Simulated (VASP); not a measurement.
Energy against volume of YN (rock salt). Level of theory: RPBE GGA, VASP's PBE PAW potentials (set 64) (plane waves; VASP). Run with 520 eV cut-off, 9×9×9 Γ-centred mesh, Gaussian smearing of 0.050 eV, potentials Y_sv N.

```csv
V (Å³/atom),E (eV/atom)
14.604,-8.69018
15.056,-8.69697
15.508,-8.69106
15.959,-8.67431
```

Task: Fit these four points and predict the energy of the run at 14.153 Å³/atom.

Result: A cubic in V^(−2/3), the third-order Birch-Murnaghan form, passes through the four points with V0 = 15.06 Å³/atom and B0 = 149 GPa, and gives -8.6686 eV/atom there. The run gave -8.6685 eV/atom, +0.1 meV/atom from the fit; all five points give B0 = 150 GPa.

The compound is YN in the rock salt structure. It was relaxed first.
